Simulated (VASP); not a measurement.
# CoSn with PBE: from relaxation to properties, part 7 of 9

Aim: relax CoSn with PBE, compute its properties on that cell and hold them against experiment. The start is a computed cell from the Materials Project.

VASP 6.6.1, plane waves and PAW; the level of theory is named at each step.

Still holding for the runs below: This run allows spin, but its moments start at zero, where symmetry between the spins tends to hold them, which is where the search above led. Its electron count is odd, so without a moment it is a metal by construction.

So far. Step 11 (Bands along the symmetry lines (PBE)): There is no gap at this level. Step 12 (Density of states (PBE)): The finer mesh and the other smearing move the Fermi level by +0.05 eV from the 6×6×6 run, one measure of the sampling error in the zero of the bands above. Of the states within 0.3 eV of the Fermi level, the largest shares in the PAW spheres are Co d 76 % and Sn p 6 %. The rest lies in smaller channels or between the spheres. The relaxed cell has a = 5.294, c = 4.228 Å (conventional setting).

**13. Vibrations at Γ (PBE)**

Level of this step: PBE, zero-moment start; plane waves and PAW (Co, Sn_d) (VASP).

Zone-centre modes test whether the atoms sit at a minimum within this cell. IBRION = 8 takes the force constants from linear response, which needs tightly converged orbitals.

The input, INCAR:

```
SYSTEM = CoSn
PREC = Accurate
ENCUT = 400
EDIFF = 1E-08
NELM = 100
ISMEAR = 1
SIGMA = 0.2
LREAL = .FALSE.
ALGO = Normal
GGA = PE
NBANDS = 45
ISPIN = 2
MAGMOM = -0 -0 -0 0 0 0
LASPH = .TRUE.
LMAXMIX = 4
LORBIT = 11
LWAVE = .FALSE.
LCHARG = .FALSE.
KPAR = 8
IBRION = 8
ISIF = 2
```

The input, POSCAR:

```
CoSn
1.0
    5.2937248327      0.0000000000      0.0000000000
   -2.6468624163      4.5845001857      0.0000000000
    0.0000000000      0.0000000000      4.2276606844
Co Sn
3 3
Direct
    0.0000000000      0.5000000000      0.0000000000
    0.5000000000      0.5000000000      0.0000000000
    0.5000000000      0.0000000000      0.0000000000
    0.6666666700      0.3333333300      0.5000000000
    0.3333333300      0.6666666700      0.5000000000
    0.0000000000      0.0000000000      0.0000000000
```

The input, KPOINTS:

```
Automatic mesh
0
Gamma
7 7 7
0 0 0
```

The projector-augmented-wave data sets are Co and Sn_d (PBE family, release 64).

Run with:

```sh
$ mpirun -np 8 vasp_std
```

What it wrote:

```text
[... set-up lines as in an earlier step ...]
 entering main loop
       N       E                     dE             d eps       ncg     rms          rms(c)
DAV:   1     0.640794495356E+03    0.64079E+03   -0.26557E+04  5898   0.207E+03
DAV:   2     0.628218284482E+02   -0.57797E+03   -0.55852E+03  5760   0.537E+02
DAV:   3    -0.310856425341E+02   -0.93907E+02   -0.91274E+02  5966   0.201E+02
DAV:   4    -0.356366664171E+02   -0.45510E+01   -0.45254E+01  6474   0.509E+01
DAV:   5    -0.357735608520E+02   -0.13689E+00   -0.13687E+00  7767   0.791E+00    0.144E+01
DAV:   6    -0.374196628609E+02   -0.16461E+01   -0.24811E+01  6660   0.495E+01    0.157E+01
DAV:   7    -0.334543861220E+02    0.39653E+01   -0.14107E+01  6652   0.381E+01    0.481E+00
DAV:   8    -0.332557447539E+02    0.19864E+00   -0.13146E+00  6319   0.750E+00    0.135E+00
DAV:   9    -0.332364166341E+02    0.19328E-01   -0.13467E-01  6662   0.395E+00    0.422E-01
DAV:  10    -0.332358781706E+02    0.53846E-03   -0.14101E-02  6296   0.987E-01    0.260E-01
DAV:  11    -0.332354079606E+02    0.47021E-03   -0.11970E-03  7049   0.306E-01    0.806E-02
DAV:  12    -0.332354706607E+02   -0.62700E-04   -0.22625E-04  7028   0.108E-01    0.240E-02
DAV:  13    -0.332354755628E+02   -0.49021E-05   -0.23143E-05  6906   0.427E-02    0.110E-02
DAV:  14    -0.332354755966E+02   -0.33778E-07   -0.29066E-06  6853   0.119E-02    0.553E-03
DAV:  15    -0.332354752549E+02    0.34170E-06   -0.92056E-07  6347   0.800E-03    0.163E-03
DAV:  16    -0.332354750034E+02    0.25142E-06   -0.13932E-07  6197   0.260E-03    0.834E-04
DAV:  17    -0.332354750543E+02   -0.50862E-07   -0.15069E-08  4846   0.106E-03    0.194E-04
DAV:  18    -0.332354750640E+02   -0.97343E-08   -0.38737E-09  3230   0.488E-04
   1 F= -.33235475E+02 E0= -.33244877E+02  d E =0.282068E-01  mag=     0.0000
 Linear response reoptimize wavefunctions to high precision
DAV:   1    -0.332354750533E+02    0.10706E-07   -0.10086E-09  3210   0.280E-04
DAV:   2    -0.332354750534E+02   -0.67303E-10   -0.36489E-10  3140   0.145E-04
 Linear response DOF=           6
 Linear response progress:
  Degree of freedom:   1/  6
       N       E                     dE             d eps       ncg     rms          rms(c)
RMM:   1    -0.175968638562E+00   -0.17597E+00   -0.12909E-01 33189   0.170E+00
RMM:   2    -0.171490809336E+00    0.44778E-02   -0.60959E-03 28232   0.608E-01    0.127E-01
RMM:   3    -0.171599643686E+00   -0.10883E-03   -0.10843E-03 31352   0.227E-01    0.755E-02
RMM:   4    -0.171815007163E+00   -0.21536E-03   -0.12813E-04 33665   0.728E-02    0.401E-02
RMM:   5    -0.171932397060E+00   -0.11739E-03   -0.10338E-04 31049   0.647E-02    0.108E-01
RMM:   6    -0.171940955992E+00   -0.85589E-05   -0.55699E-05 31519   0.440E-02    0.654E-03
RMM:   7    -0.171946479558E+00   -0.55236E-05   -0.50994E-06 31297   0.130E-02    0.706E-03
RMM:   8    -0.171946266558E+00    0.21300E-06   -0.13810E-06 29425   0.809E-03    0.326E-03
RMM:   9    -0.171945654452E+00    0.61211E-06   -0.16465E-08 31806   0.333E-03    0.432E-03
RMM:  10    -0.171942344033E+00    0.33104E-05   -0.62887E-08 28795   0.210E-03    0.553E-04
RMM:  11    -0.171940397343E+00    0.19467E-05   -0.33576E-07 36266   0.693E-04    0.160E-04
RMM:  12    -0.171939080353E+00    0.13170E-05   -0.21536E-08 34010   0.247E-04    0.838E-05
RMM:  13    -0.171938754429E+00    0.32592E-06   -0.32940E-08 34754   0.119E-04    0.199E-05
RMM:  14    -0.171938651853E+00    0.10258E-06   -0.78240E-09 38875   0.538E-05    0.114E-05
RMM:  15    -0.171938641805E+00    0.10048E-07   -0.73483E-09 37244   0.302E-05    0.400E-06
RMM:  16    -0.171938664732E+00   -0.22927E-07   -0.85400E-09 38032   0.246E-05    0.131E-06
RMM:  17    -0.171938662837E+00    0.18952E-08   -0.11572E-08 31883   0.220E-05    0.575E-07
 first order change of Fermi-energy  -0.47553E-03
 force on displaced ion       1 direction 1 :  -8.802  -1.966   0.000
 Linear response progress:
  Degree of freedom:   2/  6
       N       E                     dE             d eps       ncg     rms          rms(c)
RMM:   1    -0.173512625324E+00   -0.17351E+00   -0.12049E-01 20693   0.171E+00
RMM:   2    -0.171177403606E+00    0.23352E-02   -0.42975E-03 18057   0.440E-01    0.132E-01
RMM:   3    -0.171391499402E+00   -0.21410E-03   -0.78608E-04 21138   0.140E-01    0.778E-02
RMM:   4    -0.171814252639E+00   -0.42275E-03   -0.13449E-04 22000   0.568E-02    0.168E-02
RMM:   5    -0.171905751100E+00   -0.91498E-04   -0.15605E-05 22436   0.207E-02    0.226E-02
RMM:   6    -0.171903322804E+00    0.24283E-05   -0.32709E-06 19445   0.112E-02    0.548E-03
RMM:   7    -0.171891286080E+00    0.12037E-04   -0.20083E-06 20416   0.594E-03    0.404E-03
RMM:   8    -0.171886187755E+00    0.50983E-05   -0.91562E-07 19131   0.423E-03    0.863E-04
RMM:   9    -0.171882545783E+00    0.36420E-05   -0.32042E-07 23021   0.102E-03    0.384E-04
RMM:  10    -0.171879940358E+00    0.26054E-05    0.21384E-08 21092   0.384E-04    0.147E-04
RMM:  11    -0.171878921017E+00    0.10193E-05   -0.30143E-08 22751   0.174E-04    0.481E-05
RMM:  12    -0.171878916721E+00    0.42958E-08   -0.36533E-09 23890   0.632E-05    0.206E-05
 first order change of Fermi-energy   0.22344E-03
 force on displaced ion       1 direction 3 :   0.000   0.000  -6.427
 Linear response progress:
  Degree of freedom:   3/  6
       N       E                     dE             d eps       ncg     rms          rms(c)
RMM:   1    -0.214876882767E+00   -0.21488E+00    0.10200E+00 21304   0.106E+01
RMM:   2    -0.221678627011E+00   -0.68017E-02   -0.24879E-02 32603   0.927E-01    0.123E-01
RMM:   3    -0.225097307671E+00   -0.34187E-02   -0.65737E-03 33432   0.481E-01    0.713E-01
RMM:   4    -0.221884510805E+00    0.32128E-02   -0.27232E-03 29170   0.349E-01    0.405E-02
RMM:   5    -0.221871051203E+00    0.13460E-04   -0.21302E-04 34450   0.664E-02    0.244E-02
RMM:   6    -0.221825124933E+00    0.45926E-04   -0.52977E-05 34813   0.276E-02    0.203E-02
RMM:   7    -0.221823272030E+00    0.18529E-05   -0.22784E-05 33533   0.121E-02    0.920E-03
RMM:   8    -0.221822079792E+00    0.11922E-05   -0.81491E-06 35240   0.546E-03    0.228E-03
RMM:   9    -0.221823892597E+00   -0.18128E-05    0.47648E-06 35883   0.270E-03    0.978E-04
RMM:  10    -0.221824636575E+00   -0.74398E-06    0.13989E-06 35679   0.141E-03    0.889E-04
RMM:  11    -0.221824629336E+00    0.72390E-08    0.86261E-07 36276   0.727E-04    0.277E-04
RMM:  12    -0.221824564531E+00    0.64806E-07    0.18793E-07 37497   0.357E-04    0.884E-05
RMM:  13    -0.221824512169E+00    0.52362E-07    0.32049E-07 36161   0.205E-04    0.337E-05
RMM:  14    -0.221824604778E+00   -0.92609E-07    0.43363E-08 38431   0.123E-04    0.570E-06
RMM:  15    -0.221824643150E+00   -0.38372E-07   -0.65138E-09 40042   0.828E-05    0.438E-06
RMM:  16    -0.221824656922E+00   -0.13772E-07   -0.88920E-09 40403   0.625E-05    0.202E-06
RMM:  17    -0.221824660509E+00   -0.35867E-08    0.94072E-09 38662   0.514E-05    0.610E-07
 first order change of Fermi-energy  -0.45494E-05
 force on displaced ion       4 direction 1 :  -7.919   0.000   0.000
 Linear response progress:
  Degree of freedom:   4/  6
       N       E                     dE             d eps       ncg     rms          rms(c)
RMM:   1    -0.212154990920E+00   -0.21215E+00    0.83907E-01  9470   0.948E+00
RMM:   2    -0.220617076980E+00   -0.84621E-02   -0.27432E-02 14512   0.855E-01    0.950E-02
RMM:   3    -0.220945585634E+00   -0.32851E-03   -0.35817E-03 14717   0.295E-01    0.455E-02
RMM:   4    -0.220985995056E+00   -0.40409E-04   -0.45965E-04 15864   0.110E-01    0.233E-02
RMM:   5    -0.221060960082E+00   -0.74965E-04   -0.81206E-05 15485   0.441E-02    0.850E-03
RMM:   6    -0.221067730201E+00   -0.67701E-05   -0.12064E-05 13736   0.211E-02    0.740E-03
RMM:   7    -0.221074705072E+00   -0.69749E-05   -0.29880E-06 13993   0.936E-03    0.345E-03
RMM:   8    -0.221081086543E+00   -0.63815E-05   -0.31997E-06 16186   0.322E-03    0.207E-03
RMM:   9    -0.221091709167E+00   -0.10623E-04   -0.13544E-06 15958   0.163E-03    0.518E-04
RMM:  10    -0.221093663128E+00   -0.19540E-05   -0.95014E-07 16261   0.817E-04    0.873E-05
RMM:  11    -0.221093651866E+00    0.11262E-07   -0.37514E-07 17138   0.403E-04    0.482E-05
RMM:  12    -0.221093962779E+00   -0.31091E-06   -0.42099E-07 16589   0.228E-04    0.173E-05
RMM:  13    -0.221094186219E+00   -0.22344E-06   -0.22710E-07 16380   0.140E-04    0.141E-05
RMM:  14    -0.221094354317E+00   -0.16810E-06   -0.14449E-07 16190   0.991E-05    0.406E-06
RMM:  15    -0.221094400051E+00   -0.45734E-07   -0.72808E-08 17484   0.706E-05    0.191E-06
RMM:  16    -0.221094415316E+00   -0.15265E-07   -0.36059E-08 16706   0.555E-05    0.129E-06
RMM:  17    -0.221094438744E+00   -0.23427E-07   -0.25270E-08 16405   0.480E-05    0.729E-07
RMM:  18    -0.221094438938E+00   -0.19439E-09   -0.14756E-08 14484   0.428E-05    0.273E-07
 first order change of Fermi-energy   0.52749E-03
 force on displaced ion       4 direction 3 :   0.000  -0.000 -13.337
 Linear response progress:
  Degree of freedom:   5/  6
       N       E                     dE             d eps       ncg     rms          rms(c)
RMM:   1    -0.217174505398E+00   -0.21717E+00    0.72123E-01 13968   0.859E+00
RMM:   2    -0.223792066045E+00   -0.66176E-02   -0.24647E-02 21426   0.748E-01    0.836E-02
RMM:   3    -0.223971028414E+00   -0.17896E-03   -0.32554E-03 21561   0.256E-01    0.376E-02
RMM:   4    -0.223895040526E+00    0.75988E-04   -0.38050E-04 23877   0.943E-02    0.226E-02
RMM:   5    -0.223926281749E+00   -0.31241E-04   -0.82455E-05 18739   0.530E-02    0.666E-02
RMM:   6    -0.223903377793E+00    0.22904E-04   -0.20425E-05 18585   0.333E-02    0.778E-03
RMM:   7    -0.223917378870E+00   -0.14001E-04   -0.39113E-06 22407   0.105E-02    0.478E-03
RMM:   8    -0.223921004964E+00   -0.36261E-05   -0.19290E-06 20719   0.571E-03    0.219E-03
RMM:   9    -0.223928796303E+00   -0.77913E-05   -0.10723E-06 23765   0.242E-03    0.489E-04
RMM:  10    -0.223931788119E+00   -0.29918E-05   -0.51801E-07 24383   0.110E-03    0.248E-04
RMM:  11    -0.223932354961E+00   -0.56684E-06   -0.16894E-07 24667   0.562E-04    0.586E-05
RMM:  12    -0.223933082331E+00   -0.72737E-06   -0.12060E-07 24743   0.304E-04    0.439E-05
RMM:  13    -0.223933092717E+00   -0.10386E-07   -0.12860E-07 24822   0.179E-04    0.128E-05
RMM:  14    -0.223933121481E+00   -0.28764E-07   -0.41910E-08 25097   0.112E-04    0.681E-06
RMM:  15    -0.223933258455E+00   -0.13697E-06   -0.65626E-08 23603   0.795E-05    0.346E-06
RMM:  16    -0.223933211635E+00    0.46821E-07   -0.23444E-08 24517   0.572E-05    0.240E-06
RMM:  17    -0.223933248206E+00   -0.36571E-07   -0.30670E-08 23268   0.449E-05    0.786E-07
RMM:  18    -0.223933258507E+00   -0.10301E-07   -0.75637E-09 21056   0.373E-05    0.254E-07
RMM:  19    -0.223933256544E+00    0.19626E-08   -0.10394E-08 16878   0.328E-05    0.468E-07
 first order change of Fermi-energy  -0.22011E-03
 force on displaced ion       6 direction 1 :  -8.144  -0.000   0.000
 Linear response progress:
  Degree of freedom:   6/  6
       N       E                     dE             d eps       ncg     rms          rms(c)
RMM:   1    -0.211719243312E+00   -0.21172E+00    0.94573E-01  7036   0.930E+00
RMM:   2    -0.216953908409E+00   -0.52347E-02   -0.17519E-02 10525   0.600E-01    0.644E-02
RMM:   3    -0.217087088691E+00   -0.13318E-03   -0.20288E-03 11066   0.185E-01    0.267E-02
RMM:   4    -0.216959996679E+00    0.12709E-03   -0.17035E-04 11550   0.581E-02    0.179E-02
RMM:   5    -0.216877407878E+00    0.82589E-04   -0.25768E-05  9787   0.246E-02    0.889E-03
RMM:   6    -0.216854427738E+00    0.22980E-04   -0.52387E-06  9160   0.152E-02    0.546E-03
RMM:   7    -0.216838642569E+00    0.15785E-04   -0.83452E-07 10261   0.559E-03    0.172E-03
RMM:   8    -0.216828895710E+00    0.97469E-05   -0.29061E-07 11214   0.240E-03    0.602E-04
RMM:   9    -0.216829768462E+00   -0.87275E-06   -0.75037E-08 10717   0.104E-03    0.199E-04
RMM:  10    -0.216830482495E+00   -0.71403E-06   -0.49925E-09 11401   0.445E-04    0.936E-05
RMM:  11    -0.216830683864E+00   -0.20137E-06   -0.37788E-08 11990   0.203E-04    0.408E-05
RMM:  12    -0.216830830596E+00   -0.14673E-06   -0.42342E-09 11939   0.111E-04    0.141E-05
RMM:  13    -0.216830990706E+00   -0.16011E-06   -0.44638E-09 11518   0.772E-05    0.710E-06
RMM:  14    -0.216830954013E+00    0.36693E-07    0.26512E-09 11554   0.575E-05    0.127E-06
RMM:  15    -0.216830948563E+00    0.54504E-08   -0.50186E-09 11431   0.468E-05    0.104E-06
 first order change of Fermi-energy  -0.74039E-03
 force on displaced ion       6 direction 3 :   0.000  -0.000  -3.834
 Linear response finished
```

The job ended after 6.1 min (8 MPI ranks of Intel Xeon 6975P-C (Granite Rapids), shared host; peak memory 9.2 GiB).

(Continued in part 8 of 9.)

[Lines on the potential files, build, host, timing and source positions are cut from VASP's logs without a mark.]

[Logs are printed without paths, hosts, clocks, repeated set-up lines and the standing remarks that a program may print on its own settings, such as how far it seeks lower states.]

[Hosts, paths, dates, database ids (printed as entryN), source tags and the programs' standing remarks are cut or masked in the printed files.]

[A measured line is paired with the nearest computed mode of its activity, which favours agreement.]

[In band tables of VASP the shares of atoms and orbitals are scaled to a sum of 1 inside the atoms' spheres.]
